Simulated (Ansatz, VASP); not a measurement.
# Ge5H3 (H:Ge(100)-2x1): VASP beside Ansatz

One calculation is typed for both programs; each brings its own data sets. How far apart do they land? The cell is taken from a series of runs on this material, whose earlier steps may have relaxed, scaled, displaced or heated it; both programs get it as it stands.

Program: Ansatz 0.2.0. Level of theory: plane waves, with VASP 6.6.1 beside it; single point at PBE with D3(BJ). Results are calculated unless marked as measured.

### Step 1. Set-up

The cell holds 96 atoms: 60 Ge and 36 H. Cell: a = 16.292 Å, b = 12.219 Å, c = 23.953 Å, α = 90.0°, β = 90.0°, γ = 90.0°. It derives from Ge (H:Ge(100)-2x1). As first built, before any earlier steps moved the atoms (in the runner's words): diamond Ge(100), 4 x 3 surface cells, five layers, dimers with one H on each atom, bottom capped by H (lattice constants typed as starting values near PBE's), lower atoms held. Vacuum lies along c.

### Step 2. VASP: single point, PBE with D3(BJ)

With cell and atoms fixed, the geometry can't cause a difference; cores, projectors, grids and the points listed under the comparison can.

Lines of VASP's logs that name or quote its potential files are left out, and so is its time.

Input file INCAR:

```
SYSTEM = Ge5H3
PREC = Accurate
ENCUT = 410
EDIFF = 1E-06
NELM = 120
ISMEAR = -1
SIGMA = 0.025
LREAL = Auto
ALGO = Normal
GGA = PE
IVDW = 12
NBANDS = 512
LORBIT = 11
LWAVE = .FALSE.
LCHARG = .FALSE.
ISIF = 2
LASPH = .TRUE.
GGA_COMPAT = .FALSE.
EFERMI = MIDGAP
NCORE = 2
```

Input file POSCAR:

```
Ge5H3
1.0
   16.2917400000      0.0000000000      0.0000000000
    0.0000000000     12.2188100000      0.0000000000
    0.0000000000      0.0000000000     23.9526600000
Ge H
60 36
Direct
    0.0000000000      0.0000000000      0.0788700000
    0.1250000000      0.0000000000      0.1389900000
    0.1250000000      0.1666700000      0.1966600000
    0.0049000000      0.1666700000      0.2611300000
    0.0483400000      0.0000000000      0.3129200000
    0.0000000000      0.3333300000      0.0788700000
    0.1250000000      0.3333300000      0.1389900000
    0.1250000000      0.5000000000      0.1966600000
    0.0049000000      0.5000000000      0.2611300000
    0.0483400000      0.3333300000      0.3129200000
    0.0000000000      0.6666700000      0.0788700000
    0.1250000000      0.6666700000      0.1389900000
    0.1250000000      0.8333300000      0.1966600000
    0.0049000000      0.8333300000      0.2611300000
    0.0483400000      0.6666700000      0.3129200000
    0.2500000000      0.0000000000      0.0788700000
    0.3750000000      0.0000000000      0.1389900000
    0.3750000000      0.1666700000      0.2028700000
    0.2451000000      0.1666700000      0.2611300000
    0.2016600000      0.0000000000      0.3129200000
    0.2500000000      0.3333300000      0.0788700000
    0.3750000000      0.3333300000      0.1389900000
    0.3750000000      0.5000000000      0.2028700000
    0.2451000000      0.5000000000      0.2611300000
    0.2016600000      0.3333300000      0.3129200000
    0.2500000000      0.6666700000      0.0788700000
    0.3750000000      0.6666700000      0.1389900000
    0.3750000000      0.8333300000      0.2028700000
    0.2451000000      0.8333300000      0.2611300000
    0.2016600000      0.6666700000      0.3129200000
[... 60 atom lines left out ...]
    0.5150100000      0.0000000000      0.3734400000
    0.5150100000      0.3333300000      0.3734400000
    0.5150100000      0.6666700000      0.3734400000
    0.7349900000      0.0000000000      0.3734400000
    0.7349900000      0.3333300000      0.3734400000
    0.7349900000      0.6666700000      0.3734400000
```

Input file KPOINTS:

```
Automatic mesh
0
Gamma
1 1 1
0 0 0
```

The projector-augmented-wave data sets are Ge_d and H (PBE family, release 64).

Run with:

```console
> mpirun -np 8 vasp_gam
```

Numbers of over 12 decimals in the logs are rounded to 6 here.

Output:

```text
[banner, memory and clock lines left out]
running    8 mpi-ranks, on    1 nodes
[...]
LDA part: xc-table for (Slater+PW92), standard interpolation
 POSCAR, INCAR and KPOINTS ok, starting setup
[...]
entering main loop
       N       E                     dE             d eps       ncg     rms          rms(c)
DAV:   1     0.121138960051E+05    0.12114E+05   -0.39896E+05  1144   0.283E+03
DAV:   2     0.224150540668E+04   -0.98724E+04   -0.96781E+04  1296   0.690E+02
DAV:   3    -0.120547568251E+03   -0.23621E+04   -0.22683E+04  1432   0.238E+02
DAV:   4    -0.375771300830E+03   -0.25522E+03   -0.25156E+03  1176   0.870E+01
[...]
DAV:  29    -0.376357678459E+03   -0.17597E-05   -0.49657E-08   672   0.144E-03    0.884E-05
DAV:  30    -0.376357679671E+03   -0.12116E-05   -0.32120E-08   664   0.821E-04    0.748E-05
DAV:  31    -0.376357679776E+03   -0.10498E-06   -0.11978E-08   664   0.676E-04
   1 F= -.38974380E+03 E0= -.38974380E+03  d E =-.291397E-08
```

OUTCAR, selected parts (step 2):

```text
  FREE ENERGIE OF THE ION-ELECTRON SYSTEM (eV)
  ---------------------------------------------------
  free  energy   TOTEN  =      -389.7437983621 eV

  energy  without entropy=     -389.7437983592  energy(sigma->0) =     -389.74379836
```

### Step 3. Ansatz: single point, PBE with D3(BJ)

Ansatz runs on its default PAW (the set named soft_2) files.

The same cell, functional, mesh and smearing now go to Ansatz, which takes its cutoff from its data sets.

Input file input.yaml:

```yaml
crystal:
  lattice:
    - [16.29174, 0.0, 0.0]
    - [0.0, 12.21881, 0.0]
    - [0.0, 0.0, 23.95266]
  atoms:
    - { symbol: Ge, position: [0.0, 0.0, 0.07887] }
    - { symbol: Ge, position: [0.125, 0.0, 0.13899] }
    - { symbol: Ge, position: [0.125, 0.16667, 0.19666] }
    - { symbol: Ge, position: [0.0049, 0.16667, 0.26113] }
    - { symbol: Ge, position: [0.04834, 0.0, 0.31292] }
    - { symbol: Ge, position: [0.0, 0.33333, 0.07887] }
    - { symbol: Ge, position: [0.125, 0.33333, 0.13899] }
    - { symbol: Ge, position: [0.125, 0.5, 0.19666] }
    - { symbol: Ge, position: [0.0049, 0.5, 0.26113] }
    - { symbol: Ge, position: [0.04834, 0.33333, 0.31292] }
    - { symbol: Ge, position: [0.0, 0.66667, 0.07887] }
    - { symbol: Ge, position: [0.125, 0.66667, 0.13899] }
    - { symbol: Ge, position: [0.125, 0.83333, 0.19666] }
    - { symbol: Ge, position: [0.0049, 0.83333, 0.26113] }
    - { symbol: Ge, position: [0.04834, 0.66667, 0.31292] }
    - { symbol: Ge, position: [0.25, 0.0, 0.07887] }
    - { symbol: Ge, position: [0.375, 0.0, 0.13899] }
    - { symbol: Ge, position: [0.375, 0.16667, 0.20287] }
    - { symbol: Ge, position: [0.2451, 0.16667, 0.26113] }
    - { symbol: Ge, position: [0.20166, 0.0, 0.31292] }
    - { symbol: Ge, position: [0.25, 0.33333, 0.07887] }
    - { symbol: Ge, position: [0.375, 0.33333, 0.13899] }
    - { symbol: Ge, position: [0.375, 0.5, 0.20287] }
    - { symbol: Ge, position: [0.2451, 0.5, 0.26113] }
    - { symbol: Ge, position: [0.20166, 0.33333, 0.31292] }
    - { symbol: Ge, position: [0.25, 0.66667, 0.07887] }
    - { symbol: Ge, position: [0.375, 0.66667, 0.13899] }
    - { symbol: Ge, position: [0.375, 0.83333, 0.20287] }
    - { symbol: Ge, position: [0.2451, 0.83333, 0.26113] }
    - { symbol: Ge, position: [0.20166, 0.66667, 0.31292] }
[... 60 atom lines left out ...]
    - { symbol: H, position: [0.51501, 0.0, 0.37344] }
    - { symbol: H, position: [0.51501, 0.33333, 0.37344] }
    - { symbol: H, position: [0.51501, 0.66667, 0.37344] }
    - { symbol: H, position: [0.73499, 0.0, 0.37344] }
    - { symbol: H, position: [0.73499, 0.33333, 0.37344] }
    - { symbol: H, position: [0.73499, 0.66667, 0.37344] }
kpoints:
  mp_grid: { grid: [1, 1, 1] }
hamiltonian:
  xc: pbe
  dispersion: d3bj
scf:
  occupations: { method: fermi_dirac, width: 0.025 }
output:
  forces: true
```

Run with:

```console
> ansatz run input.yaml --threads 6 --pin off --max-ram 102400MiB --backend cuda --events-out ev --progress --plain --runs-dir out
```

Output:

```text
Warning: the atoms were moved onto the symmetric positions of the space group found under crystal.symmetry.tolerance 1.0e-5 (fractional; no operation is sought that the atoms, as they stand in a round, miss by more than twice it, and no atom is moved by as much as it), and the run uses the moved positions. Before a round's move an operation carried an atom to 8.15e-5 Å from where it should land, the largest such dist [...]
[...]
k-points: 1
Non-local potential: Ge, projectors of the file, l = 0: 2, l = 1: 2, l = 2: 3, l = 3: 1
Non-local potential: H, projectors of the file, l = 0: 2, l = 1: 1
PAW form: soft (Blöchl's): semilocal exchange-correlation on the pseudo side does not see the compensation charge
PAW one-centre angular grid: Ge, 590 points (default); XC on 64 Gauss nodes
PAW one-centre angular grid: H, 110 points (default); XC on 64 Gauss nodes
Initial density: superposition of atomic densities (neutral atoms: chi_scale 0, normalization atom), corrected by the library's trained network
Initial wavefunctions: pseudopotential atomic-orbital guess
GPU buffer pool allocated for 1749600 grid points (all kernels)
GPU transforms: local potential and band sums: pruned to the plane-wave sphere, on 120×81×162
Functional: x = pbe(κ = 0.804, μ = 0.219515), c = pbe(β = 0.066725)
SCF iter   1: F=—  HF=-258267.235926 eV  |F-HF|=—  |Δ(HF+E_count)|=         —  Δρ=1.67e-3  dr2=4.55e-1  ethr=1.77e-3  ⟨swp⟩=6.0  Hψ=1982  notcnv=0  defer=31
preconditioner: auto → Resta (q_TF=auto, 2.057 Å⁻¹)  ε∞=1.5  [insulator: Δε(μ)=1.052 eV  Ē_g=21.718 eV  σ=0.025 eV  W_gap=1.00  n_scr=700 (ndim 8)  ℏωp=15.9 eV  f_vac=0.630  D(μ)=0.00/eV (n_scr^D=0)  ε∞_Penn≈1.5  vacuum switching on, ρ_ref=3.4e-2 e/Å³]
SCF iter   2: F=—  HF=-258267.220467 eV  |F-HF|=—  |Δ(HF+E_count)|=   1.55e-2  Δρ=1.24e-3  dr2=3.94e-1  ethr=5.20e-5  ⟨swp⟩=3.0  Hψ=708  notcnv=0  defer=90
SCF iter   3: F=—  HF=-258267.178644 eV  |F-HF|=—  |Δ(HF+E_count)|=   4.18e-2  Δρ=6.92e-4  dr2=8.23e-2  ethr=4.50e-5  ⟨swp⟩=3.0  Hψ=545  notcnv=0  defer=63
automatic band count: iteration 3 solves 507 bands in place of 534: the levels show a gap, and the empty bands left out lie too high to hold charge; the band table lists the bands solved (type scf.n_extra_bands for more)
SCF iter   4: F=—  HF=-258267.174942 eV  |F-HF|=—  |Δ(HF+E_count)|=   3.70e-3  Δρ=3.82e-4  dr2=2.72e-2  ethr=9.39e-6  ⟨swp⟩=2.0  Hψ=529  notcnv=0  defer=63
SCF iter   5: F=—  HF=-258267.173074 eV  |F-HF|=—  |Δ(HF+E_count)|=   1.87e-3  Δρ=1.50e-4  dr2=1.46e-3  ethr=3.11e-6  ⟨swp⟩=3.0  Hψ=609  notcnv=0  defer=62
SCF iter   6: F=—  HF=-258267.174321 eV  |F-HF|=—  |Δ(HF+E_count)|=   1.25e-3  Δρ=6.16e-5  dr2=1.44e-4  ethr=1.66e-7  ⟨swp⟩=2.0  Hψ=570  notcnv=0  defer=62
SCF iter   7: F=—  HF=-258267.173386 eV  |F-HF|=—  |Δ(HF+E_count)|=   9.34e-4  Δρ=1.94e-5  dr2=1.71e-5  ethr=1.64e-8  ⟨swp⟩=2.0  Hψ=883  notcnv=0  defer=62
SCF iter   8: F=—  HF=-258267.175927 eV  |F-HF|=—  |Δ(HF+E_count)|=   2.54e-3  Δρ=8.45e-6  dr2=2.51e-6  ethr=1.95e-9  ⟨swp⟩=2.0  Hψ=883  notcnv=0  defer=62
SCF iter   9: F=—  HF=-258267.175929 eV  |F-HF|=—  |Δ(HF+E_count)|=   2.41e-6  Δρ=2.69e-6  dr2=2.72e-7  ethr=2.87e-10  ⟨swp⟩=2.0  Hψ=883  notcnv=0  defer=62
SCF iter  10: F=-258267.175929 eV  HF=-258267.175929 eV  |F-HF|=1.55e-8  |Δ(HF+E_count)|=   2.72e-8  Δρ=6.51e-7  dr2=3.73e-8  ethr=1.14e-11  ⟨swp⟩=4.0  Hψ=1523  notcnv=0
SCF 1 converged in 10 iterations: F = -258267.175929 eV  dr2 = 3.73e-8
  greatest PAW one-centre occupation: 0.998 electrons in one spin orbital (limit 2), on the Ge atom at site 40 (counted from 0), in its partial waves of l = 2
SCF converged after 10 iterations
Free energy (F): -258267.175929 eV
Harris-Foulkes:  -258267.175929 eV  (|F-HF|=1.55e-8)
Internal energy: -258267.175929 eV  (E = F + TS)
E sigma→0 (E₀):  -258267.175929 eV
Fermi energy:    -0.458778 eV
--- Per-component energies (eV) ---
  E_band       = -16546.836809
  E_kinetic    = 7136.054587
  E_local      = -822405.425460  (includes V_loc(G=0)·N_el)
  E_nonlocal   = 25189.828111
  E_hartree    = 398321.058245
  E_xc         = -4825.501401
  E_vxc        = -4251.120529  (∫ρ·V_xc dr)
  E_paw        = -121243.261854  (= ΣΔE_a)
  E_vpaw       = -18858.249205  (= ΣTr[D̂ρ^β])
  E_aug_tail   = -0.026573  (compensation charges beyond the density's cutoff)
  E_ewald      = 259573.486019
  E_disp       = -13.387603  (pairwise vdW)
  E_smearing   = -0.000000  (= −TS)
  E_closure    = -0.000000  (closes the sum)
  Σ components = -258267.175929   (vs F -258267.175929, Δ=0.00e0)
--- Forces (eV/Å), atoms counted from 1 ---
  atom   1  Ge     0.22649640     0.00000000     0.58096781
  atom   2  Ge     0.00000000     0.00000000    -0.37375809
  atom   3  Ge    -0.00000000     0.00000000    -0.09105058
  atom   4  Ge     0.27003156     0.00000000    -0.18935569
  atom   5  Ge    -0.30909861     0.00000000    -0.29006986
  atom   6  Ge     0.22649640     0.00000000     0.58096781
  atom   7  Ge     0.00000000    -0.00000000    -0.37375809
  atom   8  Ge    -0.00000000     0.00000000    -0.09105058
  atom   9  Ge     0.27003156     0.00000000    -0.18935569
  atom  10  Ge    -0.30909861     0.00000000    -0.29006986
  atom  11  Ge     0.22649640    -0.00000000     0.58096781
  atom  12  Ge     0.00000000     0.00000000    -0.37375809
  atom  13  Ge    -0.00000000     0.00000000    -0.09105058
  atom  14  Ge     0.27003156    -0.00000000    -0.18935569
  atom  15  Ge    -0.30909861     0.00000000    -0.29006986
  atom  16  Ge    -0.22649640     0.00000000     0.58096781
  atom  17  Ge    -0.00000000    -0.00000000     0.42282274
  atom  18  Ge     0.00000000     0.00000000    -0.13876496
  atom  19  Ge    -0.27003156     0.00000000    -0.18935569
  atom  20  Ge     0.30909861     0.00000000    -0.29006986
  atom  21  Ge    -0.22649640     0.00000000     0.58096781
  atom  22  Ge    -0.00000000    -0.00000000     0.42282274
  atom  23  Ge    -0.00000000     0.00000000    -0.13876496
  atom  24  Ge    -0.27003156     0.00000000    -0.18935569
[...]
atom  89  H      0.00252603     0.00000000     0.09835691
  atom  90  H      0.00252603     0.00000000     0.09835691
  atom  91  H     -0.00252603    -0.00000000     0.09835691
  atom  92  H     -0.00252603     0.00000000     0.09835691
  atom  93  H     -0.00252603     0.00000000     0.09835691
  atom  94  H      0.00252603    -0.00000000     0.09835691
  atom  95  H      0.00252603     0.00000000     0.09835691
  atom  96  H      0.00252603     0.00000000     0.09835691
  max |Σ_I F_I| component: 5.04e-5 eV/Å
```

### Step 4. Differences

Known differences besides the potentials themselves: Ansatz takes its cutoff from its data sets, VASP runs at 410 eV. Total energies have different zeros and are not compared.

Compared:

```csv
quantity,Ansatz,VASP,difference
gap on the k mesh (eV),1.019,1.021,-0.002
```

Forces on 7 of the 96 atoms, those with the largest forces and the largest differences (eV/Å; atoms numbered as in POSCAR):

```csv
atom,"Ansatz x, y, z","VASP x, y, z"
Ge1,"0.227, 0.000, 0.581","0.227, 0.000, 0.551"
Ge6,"0.227, 0.000, 0.581","0.227, 0.001, 0.552"
Ge11,"0.227, 0.000, 0.581","0.227, -0.001, 0.552"
Ge16,"-0.227, 0.000, 0.581","-0.227, 0.000, 0.551"
Ge21,"-0.227, 0.000, 0.581","-0.227, 0.001, 0.552"
Ge26,"-0.227, 0.000, 0.581","-0.227, -0.001, 0.552"
Ge31,"0.227, 0.000, 0.581","0.227, 0.000, 0.551"
```

The forces differ by 12 meV/Å r.m.s., which is 5.9 % of the r.m.s. force of 0.196 eV/Å (both taken over all components). A gap on the mesh is an upper bound, since the band edges may lie between its points. With vacuum in the cell, a pressure given here is an average over mostly empty space and none of the material.

### Step 5. What came out

- r.m.s. force difference (single point, PBE with D3(BJ)): 12 meV/Å

The r.m.s. force difference is 12 meV/Å (single point, PBE with D3(BJ)), at about the 12 meV/Å picked in this series as the mark of a large difference. How closely two codes agree says nothing of how well the functional describes the real material.

[Lines on the potential files, build, host, timing and source positions are cut from VASP's logs without a mark.]

[Logs are printed without paths, hosts, clocks, repeated set-up lines and the standing remarks that a program may print on its own settings, such as how far it seeks lower states.]

[Hosts, paths, dates, database ids (printed as entryN), source tags and the programs' standing remarks are cut or masked in the printed files.]
